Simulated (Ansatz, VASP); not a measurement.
FeCu: VASP beside Ansatz

Contents of INCAR:

```
SYSTEM = FeCu
PREC = Accurate
ENCUT = 520
EDIFF = 1E-6
ISMEAR = -1
SIGMA = 0.05
LREAL = .FALSE.
LASPH = .TRUE.
NELM = 150
ALGO = Fast
ISIF = 2
LWAVE = .FALSE.
LCHARG = .FALSE.
ISPIN = 2
MAGMOM = 3 0.6
LORBIT = 11
LMAXMIX = 4
GGA = PE
NBANDS = 20
```

File KPOINTS:

```
Automatic mesh
0
G
  11 11 11
  0 0 0
```

The input POSCAR:

```
FeCu
1.0
    0.0000000000      2.1550956313      2.1550956313
    2.1550956313      0.0000000000      2.1550956313
    2.1550956313      2.1550956313      0.0000000000
Fe Cu
1 1
Direct
    0.5000000000      0.5000000000      0.5000000000
    0.0000000000      0.0000000000      0.0000000000
```

File input.yaml:

```yaml
crystal:
  lattice:
    - [0.0, 2.1550956313, 2.1550956313]
    - [2.1550956313, 0.0, 2.1550956313]
    - [2.1550956313, 2.1550956313, 0.0]
  atoms:
    - { symbol: Fe, position: [0.5, 0.5, 0.5], spin: 3.0 }
    - { symbol: Cu, position: [0.0, 0.0, 0.0], spin: 0.6 }
kpoints:
  mp_grid: { grid: [11, 11, 11] }
scf:
  occupations: { method: fermi_dirac, width: 0.05 }
hamiltonian:
  xc: pbe
  pseudopotentials: { kind: all_electron, lapw: { basis_error: 0.0005 } }
magnetization:
  spin_polarized: true
output:
  forces: true
  stress: true
  eigenvalues: true
```

Change from the starting cell: volume scaled by 0.98.

Alike in both runs: task single point; functional PBE; k mesh 11 × 11 × 11; occupations fermi-dirac, width 0.05 eV; collinear spin.

|  | VASP | Ansatz |
| --- | --- | --- |
| version | VASP 6.6.1 | Ansatz 0.2.0 |
| potentials or method | VASP PAW PBE potentials, release 64 (Fe, Cu) | all-electron LAPW, scalar-relativistic |
| plane-wave cutoff (eV) | 520 | see its input |

VASP gave:

| Item | Value |
| --- | --- |
| gap on the k mesh at the Fermi level (eV) | none |
| pressure (GPa) | 85.0 |
| net moment per atom (μB) | 1.30 |
| size of the moment on the site where the two differ most (μB) | 0.19 |

Question: Which values does Ansatz return?

Answer: gap on the k mesh at the Fermi level (eV): none; pressure (GPa): 85.0; net moment per atom (μB): 1.31; size of the moment on the site where the two differ most (μB): 0.24.

Site moments also hang on the region over which each program counts them. A gap of «none» marks a metal or a gap that the smearing closes. Ansatz ran all-electron here, so the differences hold the error of VASP's frozen core and of both bases.

Caveats: the cell as given lies far from equilibrium (VASP); so large a pressure means that the cell lies far from this level's equilibrium, or that cutoff or potentials fall short (VASP).
